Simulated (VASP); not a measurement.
Consider the following.

```yaml
crystal:
  lattice:
    - [4.57714, 0.00000, 0.00000]
    - [0.00000, 4.57714, 0.00000]
    - [0.00000, 0.00000, 4.57714]
  atoms:
    - { symbol: Hf, position: [0.00000, 0.00000, 0.00000] }
    - { symbol: Hf, position: [0.50000, 0.50000, 0.00000] }
    - { symbol: Hf, position: [0.50000, 0.00000, 0.50000] }
    - { symbol: Hf, position: [0.00000, 0.50000, 0.50000] }
    - { symbol: N, position: [0.50000, 0.50000, 0.50000] }
    - { symbol: C, position: [0.00000, 0.00000, 0.50000] }
    - { symbol: C, position: [0.00000, 0.50000, 0.00000] }
    - { symbol: C, position: [0.50000, 0.00000, 0.00000] }
```

Method: PBEsol GGA, VASP's PBE PAW potentials (set 64) (plane waves; VASP 6.6.1). Run with 520 eV cut-off, Gaussian smearing of 0.050 eV, potentials Hf_pv N C.

Question: Give the energies of bands 20 to 33 at the high-symmetry points, in eV from the Fermi level.

Answer: 
| band | Γ | X | M | R |
|---|---|---|---|---|
| 20 | -2.68 | -4.24 | -5.42 | -6.93 |
| 21 | -2.68 | -3.85 | -4.44 | -4.64 |
| 22 | -2.68 | -3.72 | -3.97 | -4.64 |
| 23 | -1.78 | -3.34 | -3.97 | -4.64 |
| 24 | -1.78 | -3.34 | -3.36 | -3.78 |
| 25 | -1.78 | -1.76 | -3.19 | -3.78 |
| 26 | -0.57 | -1.76 | -3.17 | -3.78 |
| 27 | -0.57 | -1.45 | -3.17 | -3.62 |
| 28 | -0.57 | -1.25 | -3.13 | -3.62 |
| 29 | 0.28 | -0.99 | 2.54 | 4.43 |
| 30 | 0.28 | -0.99 | 3.01 | 4.43 |
| 31 | 0.28 | 2.52 | 3.12 | 4.44 |
| 32 | 0.66 | 2.52 | 3.20 | 4.73 |
| 33 | 0.66 | 3.14 | 3.20 | 4.76 |

It has no gap at this level: it comes out as a metal or semimetal.

The structure was generated: Hf4C3N was put into an ordered model structure (Pm-3m), which need not be its known phase. It was relaxed first. The electron count is odd and the run is not spin-polarised, which forces a metal.
